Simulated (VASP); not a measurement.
Data:

```
CELL_PARAMETERS angstrom
      0.00000     3.05442     3.05442
      3.05442     0.00000     3.05442
      3.05442     3.05442     0.00000
ATOMIC_POSITIONS crystal
  Ga 0.00000 0.00000 0.00000
  Sb 0.25000 0.25000 0.25000
```

The numbers are results of PBEsol GGA, VASP's PBE PAW potentials (set 64) (plane waves; VASP), not measurements. Run with 480 eV cut-off, 10×10×10 Γ-centred mesh, first-order Methfessel-Paxton smearing of 0.10 eV, potentials Ga_d Sb.

Unless said otherwise, spin-orbit coupling is left out, though it shifts the bands of the heavy elements here.

Each row applies one change to this cell, which was relaxed at other settings and keeps the small stress of the first row; at a fixed cut-off the stress holds a Pulay part, so it need not integrate to ΔE exactly. Stress is in GPa, positive when the cell is compressed.

| change | ΔE (meV/atom) | σxx | σyy | σzz | largest shear component, with its sign (GPa) |
|---|---|---|---|---|---|
| none | 0.0 | 0.14 | 0.14 | 0.14 | 0.00 |
| biaxial strain of +0.5 % in the xy plane | 0.2 | -0.43 | -0.43 | -0.22 | 0.00 |
| biaxial strain of -1.5 % in the xz plane | ? | ? | ? | ? | ? |
| isotropic strain of -4.0 % | ? | ? | ? | ? | ? |
| isotropic strain of +2.0 % | 13.7 | -2.56 | -2.56 | -2.56 | 0.00 |

Problem. What belongs in the gaps?

Solution. 
- isotropic strain of -4.0 %, ΔE (meV/atom): 81.1
- isotropic strain of -4.0 %, σxx: 8.70
- isotropic strain of -4.0 %, σyy: 8.70
- isotropic strain of -4.0 %, σzz: 8.70
- isotropic strain of -4.0 %, largest shear component, with its sign (GPa): 0.00
- biaxial strain of -1.5 % in the xz plane, ΔE (meV/atom): 5.7
- biaxial strain of -1.5 % in the xz plane, σxx: 2.05
- biaxial strain of -1.5 % in the xz plane, σyy: 1.35
- biaxial strain of -1.5 % in the xz plane, σzz: 2.05
- biaxial strain of -1.5 % in the xz plane, largest shear component, with its sign (GPa): 0.00

Failed runs are left out, and for metals the shear rows, which the mesh's noise covers.

The compound is GaSb in the zinc blende structure.
